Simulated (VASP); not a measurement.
Input:

```
GdN
1.0
    0.00000     2.48228     2.48228
    2.48228     0.00000     2.48228
    2.48228     2.48228     0.00000
Gd N
1 1
Direct
  0.00000   0.00000   0.00000
  0.50000   0.50000   0.50000
```

All values below come from r2SCAN meta-GGA, VASP's PBE PAW potentials (set 64) (plane waves; VASP). Settings: 520 eV cut-off, 21×21×21 Γ-centred mesh, Gaussian smearing of 0.010 eV, potentials Gd_3 N.

The 4f electrons are frozen in the core of the lanthanide potential, so 4f levels, which can set the real gap, and their magnetism are missing.

Problem. What does the run give for the energy per atom (σ→0)?

Solution. 
energy per atom (σ→0): -21.797 eV/atom

The absolute energy has meaning only against runs of the same code, potentials and settings.

The compound is GdN in the rock salt structure. It was relaxed first.
